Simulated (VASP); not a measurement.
All values below come from r2SCAN meta-GGA, VASP's PBE PAW potentials (set 64) (plane waves; VASP). Each cell was relaxed at this level, without spin-orbit coupling.

**Question.** Which of these comes out without a gap?
A. BaS, Fm-3m (225)
B. CdSe, P6_3mc (186)
C. KMgF3, Pm-3m (221)
D. Zr, P6_3/mmc (194)

**Answer.** D, Zr, P6_3/mmc (194). The others have gaps of 2.51 eV (BaS, Fm-3m (225)), 8.32 eV (KMgF3, Pm-3m (221)), 1.10 eV (CdSe, P6_3mc (186)).
